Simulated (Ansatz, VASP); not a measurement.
Ca12Bi3PN4 (a cell with a defect) in VASP and in Ansatz

```
CELL_PARAMETERS angstrom
-4.88840 4.88840 4.88840
4.88840 -4.88840 4.88840
4.88840 4.88840 -4.88840
ATOMIC_POSITIONS crystal
Ca 0.49418 0.24709 0.24709
Ca 0.00000 0.75291 0.24709
Ca 0.00000 0.24709 0.75291
Ca 0.50582 0.75291 0.75291
Ca 0.24709 0.49418 0.24709
Ca 0.75291 0.00000 0.24709
Ca 0.75291 0.50582 0.75291
Ca 0.24709 0.00000 0.75291
Ca 0.24709 0.24709 0.49418
Ca 0.75291 0.75291 0.50582
Ca 0.75291 0.24709 0.00000
Ca 0.24709 0.75291 0.00000
P 0.00000 0.00000 0.00000
Bi 0.50000 0.50000 0.00000
Bi 0.50000 0.00000 0.50000
Bi 0.00000 0.50000 0.50000
N 0.50000 0.50000 0.50000
N 0.00000 0.00000 0.50000
N 0.00000 0.50000 0.00000
N 0.50000 0.00000 0.00000
```

Alike in both runs: functional PBE; k mesh 3 × 3 × 3; occupations fermi-dirac, width 0.01 eV; no spin polarisation.

Ansatz relaxed the structure, and its values are those at the end. VASP's run is a single point on that final structure, the one shown.

|  | VASP | Ansatz |
| --- | --- | --- |
| version | VASP 6.6.1 | Ansatz 0.2.0 |
| potentials or method | VASP PAW PBE potentials, release 64 (Ca_sv, P, Bi_d, N) | plane-wave PAW, scalar-relativistic |
| plane-wave cutoff (eV) | 520 | 420 |
| valence electrons in the cell | 190 | 190 |

Ansatz gave:

- gap on the k mesh at the Fermi level (eV): 0.51
- pressure (GPa): -0.8
- rms of the force components (eV/Å): 0.004

Question: What did VASP give for the same quantities?

Answer: gap on the k mesh at the Fermi level (eV): 0.50; pressure (GPa): -0.7; rms of the force components (eV/Å): 0.005.

Ansatz warned: «gradients_without_spin_orbit».

Caveats: spin-orbit coupling is left out, which as a rule narrows the gap of such compounds by several tenths of an eV.
